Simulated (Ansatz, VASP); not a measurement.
# Si5Ge3 (random alloy of the diamond Si-Ge line, x = 0.375) in two plane-wave programs

One calculation is typed for both programs; each brings its own data sets. How far apart do they land? The structure shown is the start of the Ansatz relaxation below; VASP solves that cell, so the two are compared at the walk's first step.

Main program and level: Ansatz 0.2.0; plane waves, with VASP 6.6.1 beside it; single point at PBE.

### Step 1. The structure

The cell holds 64 atoms: 24 Ge and 40 Si. Its edges and angles: a = 11.156 Å, b = 11.156 Å, c = 11.156 Å, α = 90.0°, β = 90.0°, γ = 90.0°. It derives from Si (diamond Si-Ge), repeated 2×2×2. Diamond Si-Ge: 64 atoms, 24 of 64 Si sites given to Ge at random, cell and internal coordinates interpolated linearly between the end members (Vegard's rule); (so at first; earlier steps may have moved the atoms), displaced by a Gaussian of 0.02 A. Lattice constants are starting values near those of PBE.

### Step 2. Ansatz: relaxation, PBE

Ansatz runs on its default PAW (the set named soft_2) files.

The two programs are compared at the cell with which this relaxation starts, whose forces are those of its first step.

The input, input.yaml:

```yaml
crystal:
  lattice:
    - [11.15625, 0.0, 0.0]
    - [0.0, 11.15625, 0.0]
    - [0.0, 0.0, 11.15625]
  atoms:
    - { symbol: Ge, position: [0.00291, 0.9989, 0.99905] }
    - { symbol: Si, position: [0.12308, 0.12655, 0.12087] }
    - { symbol: Ge, position: [0.00313, 0.24864, 0.25057] }
    - { symbol: Ge, position: [0.12455, 0.37762, 0.37131] }
    - { symbol: Si, position: [0.24942, 0.99931, 0.25203] }
    - { symbol: Si, position: [0.37303, 0.12469, 0.37343] }
    - { symbol: Ge, position: [0.25008, 0.25104, 0.99803] }
    - { symbol: Si, position: [0.37705, 0.37662, 0.1259] }
    - { symbol: Si, position: [0.00161, 0.99877, 0.49978] }
    - { symbol: Si, position: [0.12332, 0.12452, 0.62595] }
    - { symbol: Si, position: [0.99876, 0.24929, 0.74877] }
    - { symbol: Si, position: [0.12348, 0.3738, 0.87498] }
    - { symbol: Ge, position: [0.248, 0.00042, 0.75298] }
    - { symbol: Si, position: [0.37633, 0.12466, 0.87341] }
    - { symbol: Si, position: [0.24866, 0.25303, 0.50009] }
    - { symbol: Si, position: [0.37386, 0.37534, 0.62877] }
    - { symbol: Ge, position: [0.00022, 0.50111, 0.00054] }
    - { symbol: Si, position: [0.12437, 0.62295, 0.12437] }
    - { symbol: Ge, position: [0.99963, 0.75105, 0.2515] }
    - { symbol: Si, position: [0.12667, 0.87551, 0.37659] }
    - { symbol: Si, position: [0.24865, 0.50225, 0.25092] }
    - { symbol: Si, position: [0.37447, 0.62588, 0.37486] }
    - { symbol: Ge, position: [0.25203, 0.75272, 0.00392] }
    - { symbol: Ge, position: [0.3725, 0.87241, 0.1241] }
    - { symbol: Si, position: [0.00029, 0.50157, 0.50057] }
    - { symbol: Ge, position: [0.12137, 0.62445, 0.62648] }
    - { symbol: Ge, position: [0.00041, 0.75137, 0.7496] }
    - { symbol: Ge, position: [0.12464, 0.87533, 0.87574] }
    - { symbol: Si, position: [0.25036, 0.50021, 0.7488] }
    - { symbol: Si, position: [0.37568, 0.62522, 0.87702] }
    - { symbol: Ge, position: [0.25215, 0.75033, 0.49933] }
    - { symbol: Si, position: [0.37385, 0.87576, 0.62514] }
    - { symbol: Si, position: [0.49938, 8.0e-05, 0.99889] }
    - { symbol: Ge, position: [0.62625, 0.1242, 0.1272] }
    - { symbol: Si, position: [0.50072, 0.25106, 0.24804] }
    - { symbol: Si, position: [0.6253, 0.37633, 0.37329] }
    - { symbol: Si, position: [0.74952, 6.0e-05, 0.24754] }
    - { symbol: Si, position: [0.87556, 0.12652, 0.37346] }
    - { symbol: Ge, position: [0.75063, 0.24765, 0.99993] }
    - { symbol: Ge, position: [0.8721, 0.37701, 0.12573] }
    - { symbol: Ge, position: [0.49996, 0.99861, 0.50228] }
    - { symbol: Si, position: [0.62853, 0.12167, 0.62722] }
    - { symbol: Si, position: [0.50292, 0.25061, 0.74785] }
    - { symbol: Ge, position: [0.62655, 0.37468, 0.87392] }
    - { symbol: Si, position: [0.74779, 0.00099, 0.75142] }
    - { symbol: Si, position: [0.87388, 0.12593, 0.87295] }
    - { symbol: Ge, position: [0.75144, 0.25008, 0.49967] }
    - { symbol: Si, position: [0.87482, 0.37656, 0.62635] }
    - { symbol: Si, position: [0.50095, 0.50025, 0.00014] }
    - { symbol: Ge, position: [0.62611, 0.62542, 0.12622] }
    - { symbol: Si, position: [0.49944, 0.74564, 0.25186] }
    - { symbol: Si, position: [0.62892, 0.87579, 0.37482] }
    - { symbol: Si, position: [0.74976, 0.49979, 0.25003] }
    - { symbol: Ge, position: [0.87299, 0.62407, 0.37321] }
    - { symbol: Ge, position: [0.75045, 0.74947, 0.00089] }
    - { symbol: Si, position: [0.87469, 0.87677, 0.12538] }
    - { symbol: Si, position: [0.50393, 0.4966, 0.49884] }
    - { symbol: Ge, position: [0.62662, 0.62953, 0.62455] }
    - { symbol: Ge, position: [0.50008, 0.74959, 0.75239] }
    - { symbol: Si, position: [0.62448, 0.87622, 0.87443] }
    - { symbol: Si, position: [0.74772, 0.50056, 0.7509] }
    - { symbol: Si, position: [0.87732, 0.6248, 0.87389] }
    - { symbol: Si, position: [0.75101, 0.75043, 0.5005] }
    - { symbol: Si, position: [0.87487, 0.87708, 0.62566] }
kpoints:
  mp_grid: { grid: [1, 1, 1] }
hamiltonian:
  xc: pbe
scf:
  occupations: { method: fermi_dirac, width: 0.025 }
output:
  forces: true
relax:
  f_tol: 0.04
  max_steps: 150
  cell: {}
```

Started as:

```
$ ansatz run input.yaml --threads 4 --pin off --max-ram 8192MiB --backend cpu --events-out ev --progress --plain --runs-dir out
```

Numbers of over 12 decimals in the logs are rounded to 6 here.

The program printed:

```text
Engine: ansatz 0.2.0, aarch64-unknown-linux-gnu
Pseudopotentials: kind: paw
Pseudopotential: Ge, paw, valence charge 14, recommended cutoff 420 eV (normal), Ge.paw.azcp
Pseudopotential: Si, paw, valence charge 4, recommended cutoff 420 eV (normal), Si.paw.azcp
Functional definition: PBE
  parameter kappa = 0.804
  parameter beta = 0.066725
  exchange = pbe_x(kappa = kappa, mu = beta*pi^2/3)
  correlation = pbe_c(beta = beta)
Crystal: 64 atoms, lattice volume = 1388.528 Å³
Basis set: ecut = 420 eV, 27201 PW (Γ), exchange–correlation on 150×150×150 points (8 copies of the dense FFT grid, shifted against one another)
Bands: 312, of which v1, the nominal top of the filled ones, is band 248 counted from 1 (247 counted from 0)
Symmetry: 1 space group operations
Space group: P1 (ITA 1), of the structure as read, at distance tolerance 1.1e-4 Å
k-points: 1
Non-local potential: Ge, projectors of the file, l = 0: 2, l = 1: 2, l = 2: 3, l = 3: 1
Non-local potential: Si, projectors of the file, l = 0: 2, l = 1: 2, l = 2: 2
PAW form: soft (Blöchl's): semilocal exchange-correlation on the pseudo side does not see the compensation charge
PAW one-centre angular grid: Ge, 590 points (default); XC on 64 Gauss nodes
PAW one-centre angular grid: Si, 110 points (default); XC on 64 Gauss nodes
Initial density: superposition of atomic densities (neutral atoms: chi_scale 0, normalization atom), corrected by the library's trained network
Initial wavefunctions: pseudopotential atomic-orbital guess
Functional: x = pbe(κ = 0.804, μ = 0.219515), c = pbe(β = 0.066725)
SCF iter   1: F=—  HF=-128502.755607 eV  |F-HF|=—  |Δ(HF+E_count)|=         —  Δρ=1.89e-3  dr2=7.51e-2  ethr=1.77e-3  ⟨swp⟩=7.0  Hψ=1275  notcnv=0  defer=19
preconditioner: auto → Resta (q_TF=auto, 2.298 Å⁻¹)  ε∞=5.0  [insulator: Δε(μ)=0.541 eV  Ē_g=7.925 eV  σ=0.025 eV  W_gap=1.00  n_scr=256 (ndim 8)  ℏωp=15.9 eV  f_vac=0.000  D(μ)=0.00/eV (n_scr^D=0)  ε∞_Penn≈5.0]
SCF iter   2: F=—  HF=-128502.734940 eV  |F-HF|=—  |Δ(HF+E_count)|=   2.07e-2  Δρ=1.09e-3  dr2=2.45e-2  ethr=1.51e-5  ⟨swp⟩=2.0  Hψ=479  notcnv=0  defer=42
SCF iter   3: F=—  HF=-128502.735425 eV  |F-HF|=—  |Δ(HF+E_count)|=   4.84e-4  Δρ=6.39e-4  dr2=5.71e-3  ethr=4.95e-6  ⟨swp⟩=2.0  Hψ=512  notcnv=0  defer=42
SCF iter   4: F=—  HF=-128502.731280 eV  |F-HF|=—  |Δ(HF+E_count)|=   4.14e-3  Δρ=1.83e-4  dr2=6.24e-4  ethr=1.15e-6  ⟨swp⟩=2.0  Hψ=512  notcnv=0  defer=42
SCF iter   5: F=—  HF=-128502.731608 eV  |F-HF|=—  |Δ(HF+E_count)|=   3.29e-4  Δρ=5.88e-5  dr2=4.49e-5  ethr=1.26e-7  ⟨swp⟩=2.0  Hψ=512  notcnv=0  defer=42
SCF iter   6: F=—  HF=-128502.731047 eV  |F-HF|=—  |Δ(HF+E_count)|=   5.61e-4  Δρ=1.11e-5  dr2=1.87e-6  ethr=9.05e-9  ⟨swp⟩=2.0  Hψ=512  notcnv=0  defer=42
SCF iter   7: F=—  HF=-128502.731052 eV  |F-HF|=—  |Δ(HF+E_count)|=   4.49e-6  Δρ=4.38e-6  dr2=2.30e-7  ethr=3.77e-10  ⟨swp⟩=2.0  Hψ=512  notcnv=0  defer=42
SCF iter   8: F=-128502.731052 eV  HF=-128502.731052 eV  |F-HF|=4.74e-8  |Δ(HF+E_count)|=   9.00e-8  Δρ=1.28e-6  dr2=1.82e-8  ethr=2.02e-11  ⟨swp⟩=4.0  Hψ=1059  notcnv=0
SCF 1 converged in 8 iterations: F = -128502.731052 eV  dr2 = 1.82e-8
  greatest PAW one-centre occupation: 0.998 electrons in one spin orbital (limit 2), on the Ge atom at site 27 (counted from 0), in its partial waves of l = 2
relax step   1: F+E_penalty+E_count = -128502.73105191 eV  Δ(F+E_penalty+E_count) = +0.000e0 eV  max|allowed force component| = 1.246e0 eV/Å  Δτ_max = 0.0000 Å  P = +0.093 GPa  Ω = 1388.528 Å³  (8 SCF iters, dr2 threshold 1.00e-7 eV, accepted)
Crystal: 64 atoms, lattice volume = 1387.433 Å³
Basis set: ecut = 420 eV, 27147 PW (Γ), exchange–correlation on 150×150×150 points (8 copies of the dense FFT grid, shifted against one another)
Initial density: handed on by an earlier stage of this run
Initial wavefunctions: those handed on with the density
iter 1 solved again at ethr=5.38e-5 eV; its pass at ethr=3.10e-3 eV (dr2=2.67e-1 eV) is discarded
SCF iter   1: F=—  HF=-128503.662218 eV  |F-HF|=—  |Δ(HF+E_count)|=         —  Δρ=5.20e-3  dr2=2.76e-1  ethr=5.38e-5  ⟨swp⟩=10.0  Hψ=1519  notcnv=0  defer=5
preconditioner: auto → Resta (q_TF=auto, 2.298 Å⁻¹)  ε∞=5.1  [insulator: Δε(μ)=0.483 eV  Ē_g=7.902 eV  σ=0.025 eV  W_gap=1.00  n_scr=256 (ndim 8)  ℏωp=16.0 eV  f_vac=0.003  D(μ)=0.02/eV (n_scr^D=0)  ε∞_Penn≈5.1]
SCF iter   2: F=—  HF=-128503.637622 eV  |F-HF|=—  |Δ(HF+E_count)|=   2.46e-2  Δρ=2.81e-3  dr2=7.07e-2  ethr=5.38e-5  ⟨swp⟩=2.0  Hψ=374  notcnv=0  defer=48
SCF iter   3: F=—  HF=-128503.636133 eV  |F-HF|=—  |Δ(HF+E_count)|=   1.49e-3  Δρ=4.41e-4  dr2=2.57e-3  ethr=1.43e-5  ⟨swp⟩=2.0  Hψ=348  notcnv=0  defer=48
SCF iter   4: F=—  HF=-128503.635924 eV  |F-HF|=—  |Δ(HF+E_count)|=   2.10e-4  Δρ=1.35e-4  dr2=3.16e-4  ethr=5.18e-7  ⟨swp⟩=2.0  Hψ=512  notcnv=0  defer=48
[...]
atom  12  Si    -0.00252904    -0.00113154     0.00027862
  atom  13  Ge    -0.00295527     0.01018890    -0.00012182
  atom  14  Si    -0.00131158    -0.00600240     0.00344856
  atom  15  Si    -0.00213706    -0.00547848     0.00466872
  atom  16  Si    -0.00517535     0.00186114    -0.00216901
  atom  17  Ge     0.00097068     0.00812162     0.00200181
  atom  18  Si    -0.01003923    -0.01182027     0.00584342
  atom  19  Ge     0.00045416     0.00366196    -0.00629334
  atom  20  Si     0.00203016    -0.00077112     0.00479805
  atom  21  Si    -0.00173200     0.00523318    -0.01191466
  atom  22  Si    -0.00266673     0.00504721     0.00497909
  atom  23  Ge    -0.00012331     0.00919908    -0.00001201
  atom  24  Ge     0.00581677     0.00377460    -0.00270542
  atom  25  Si    -0.00066594    -0.00128937     0.00184649
  atom  26  Ge     0.00373645    -0.00257762    -0.00153850
  atom  27  Ge    -0.00215707     0.00678926     0.00036308
  atom  28  Ge     0.00590108    -0.00490787    -0.00063519
  atom  29  Si     0.00077631     0.00125380     0.00507652
  atom  30  Si     0.00267914    -0.00062618    -0.00555509
  atom  31  Ge    -0.00401415     0.00058354    -0.00296951
  atom  32  Si     0.00574993    -0.00782111    -0.00415987
  atom  33  Si     0.00199208    -0.00292041    -0.00146317
  atom  34  Ge    -0.00586947    -0.00436019     0.00430634
  atom  35  Si     0.00527068     0.00134842    -0.00153063
[...]
atom  57  Si     0.00622448     0.00209492     0.00084549
  atom  58  Ge     0.00095795     0.00067753     0.00353380
  atom  59  Ge     0.00358140    -0.00228325     0.00310498
  atom  60  Si    -0.00792306     0.00158461    -0.00179199
  atom  61  Si    -0.00374870     0.00393058     0.00033830
  atom  62  Si     0.00343950    -0.00971537     0.00332110
  atom  63  Si     0.00128001    -0.00412335     0.00468853
  atom  64  Si    -0.00442976     0.00340983    -0.00825826
  max |Σ_I F_I| component: 1.16e-6 eV/Å
--- Stress (GPa, compression-positive) ---
        0.007390      -0.007712       0.010812
       -0.007712       0.004788      -0.013217
        0.010812      -0.013217       0.011412
  P = ⅓ Tr σ = 0.0079 GPa (0.079 kbar)
--- Relaxed structure (3 steps of the walk, 3 accepted, 1 SCFs on fresh bases) ---
  F+E_penalty+E_count = -128503.67924830 eV   max|allowed force component| = 1.191e-2 eV/Å   (the final SCF, on the basis selected at the relaxed cell)
  cell:  # Å, volume = 1387.8713 Å³
    - [11.154515, -0.000634925, -7.455461989803146e-5]
    - [-0.000634925, 11.154578, 0.00180924]
    - [-7.455461989803146e-5, 0.00180924, 11.154379]
  atoms:
    - { symbol: Ge, position: [-0.0020689, 1.003130, 1.001990] }
    - { symbol: Si, position: [0.127291, 0.124065, 0.126829] }
    - { symbol: Ge, position: [0.000607749, 0.245807, 0.252400] }
    - { symbol: Ge, position: [0.128349, 0.376639, 0.377392] }
    - { symbol: Si, position: [0.249537, 1.003925, 0.252650] }
    - { symbol: Si, position: [0.373221, 0.128408, 0.374929] }
    - { symbol: Ge, position: [0.251950, 0.250072, 1.000481] }
    - { symbol: Si, position: [0.376036, 0.377188, 0.126894] }
    - { symbol: Si, position: [-0.000415047, 1.001107, 0.500664] }
    - { symbol: Si, position: [0.123345, 0.127814, 0.622234] }
    - { symbol: Si, position: [1.001026, 0.250386, 0.748274] }
    - { symbol: Si, position: [0.126405, 0.373357, 0.871368] }
    - { symbol: Ge, position: [0.251732, 0.00342214, 0.747202] }
    - { symbol: Si, position: [0.379034, 0.126114, 0.874120] }
    - { symbol: Si, position: [0.251813, 0.249503, 0.502131] }
    - { symbol: Si, position: [0.375801, 0.373087, 0.624391] }
    - { symbol: Ge, position: [0.00251742, 0.501747, -0.00250929] }
    - { symbol: Si, position: [0.128037, 0.623312, 0.127057] }
    - { symbol: Ge, position: [1.002396, 0.752108, 0.249597] }
    - { symbol: Si, position: [0.125473, 0.880607, 0.375599] }
    - { symbol: Si, position: [0.253355, 0.501921, 0.249523] }
    - { symbol: Si, position: [0.377616, 0.623903, 0.373325] }
    - { symbol: Ge, position: [0.251923, 0.745730, 0.000884728] }
    - { symbol: Ge, position: [0.377202, 0.877326, 0.128225] }
    - { symbol: Si, position: [-0.00102436, 0.497239, 0.502650] }
    - { symbol: Ge, position: [0.126069, 0.621012, 0.625452] }
    - { symbol: Ge, position: [-0.00551401, 0.750373, 0.747572] }
    - { symbol: Ge, position: [0.124409, 0.874954, 0.874877] }
    - { symbol: Si, position: [0.253201, 0.495533, 0.750470] }
    - { symbol: Si, position: [0.374849, 0.619646, 0.875134] }
    - { symbol: Ge, position: [0.252171, 0.751474, 0.497157] }
    - { symbol: Si, position: [0.375754, 0.875857, 0.623885] }
    - { symbol: Si, position: [0.500572, 0.00107313, 0.997495] }
    - { symbol: Ge, position: [0.623232, 0.123231, 0.128199] }
    - { symbol: Si, position: [0.496985, 0.252455, 0.251865] }
    - { symbol: Si, position: [0.621622, 0.375062, 0.374723] }
    - { symbol: Si, position: [0.750657, -0.00297028, 0.252986] }
    - { symbol: Si, position: [0.874055, 0.120349, 0.376593] }
    - { symbol: Ge, position: [0.750350, 0.248337, 0.996758] }
    - { symbol: Ge, position: [0.873555, 0.376216, 0.127093] }
    - { symbol: Ge, position: [0.501177, 1.001041, 0.498686] }
[...]
- { symbol: Ge, position: [0.622257, 0.377162, 0.871398] }
[...]
- { symbol: Ge, position: [0.749855, 0.250253, 0.501099] }
[...]
- { symbol: Ge, position: [0.621914, 0.623715, 0.126741] }
[...]
- { symbol: Si, position: [0.746107, 0.498447, 0.253194] }
    - { symbol: Ge, position: [0.873389, 0.623634, 0.378036] }
    - { symbol: Ge, position: [0.750204, 0.752668, -0.00103232] }
    - { symbol: Si, position: [0.873593, 0.877260, 0.127035] }
    - { symbol: Si, position: [0.497838, 0.497645, 0.498094] }
    - { symbol: Ge, position: [0.626725, 0.623906, 0.622143] }
    - { symbol: Ge, position: [0.498658, 0.750964, 0.752105] }
    - { symbol: Si, position: [0.625574, 0.880007, 0.874183] }
    - { symbol: Si, position: [0.753111, 0.499992, 0.748774] }
    - { symbol: Si, position: [0.872544, 0.624515, 0.873227] }
    - { symbol: Si, position: [0.749998, 0.754242, 0.499648] }
    - { symbol: Si, position: [0.871864, 0.879091, 0.622442] }
```

Reading the cycles: dr2 is the Hartree energy of the density residual (eV), the measure of convergence; HF is the Harris–Foulkes estimate of the energy, which meets the free energy F at convergence.

[end of part 1 of 2]

[Lines on the potential files, build, host, timing and source positions are cut from VASP's logs without a mark.]

[Logs are printed without paths, hosts, clocks, repeated set-up lines and the standing remarks that a program may print on its own settings, such as how far it seeks lower states.]

[Hosts, paths, dates, database ids (printed as entryN), source tags and the programs' standing remarks are cut or masked in the printed files.]
